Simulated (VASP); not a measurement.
A run of VASP 6.6.1:

The input INCAR:

```
SYSTEM = NbB2
PREC = Accurate
ENCUT = 520
EDIFF = 1E-7
ISMEAR = 0
SIGMA = 0.1
LREAL = .FALSE.
LASPH = .TRUE.
NELM = 100
ALGO = Normal
ISIF = 3
LWAVE = .FALSE.
LCHARG = .FALSE.
GGA = PS
IBRION = 2
NSW = 80
EDIFFG = -0.002
```

Contents of KPOINTS:

```
regular mesh
0
G
  9 9 8
  0 0 0
```

File POSCAR:

```
NbB2                                    
1.0
    3.0940574878     -0.0000000000     -0.0000000000
   -1.5470287439      2.6795323891     -0.0000000000
    0.0000000000     -0.0000000000      3.2900550008
  Nb              B             
     1     2
Direct
     0.0000000000000000    0.0000000000000000    0.0000000000000000
     0.3333333300000021    0.6666666699999979    0.5000000000000000
     0.6666666699999979    0.3333333300000021    0.5000000000000000
```

Potentials or basis: VASP PAW PBE potentials, release 64 (Nb_sv, B).

Launch:

```console
$ cat potpaw_PBE.64/Nb_sv/POTCAR potpaw_PBE.64/B/POTCAR > POTCAR
$ mpirun -np 1 vasp_std > vasp.out
```

Hardware: 1 thread of Intel(R) Xeon(R) Platinum 8259CL CPU @ 2.50GHz (Skylake/Cascade Lake), on a shared host.

Q: Estimate the wall time of this run.

A: It took 14 s on 1 thread of Intel(R) Xeon(R) Platinum 8259CL CPU @ 2.50GHz (Skylake/Cascade Lake), on a shared host, peak memory 0.15 GiB. Counts: scf iterations 14, k points 60, ion steps 1.
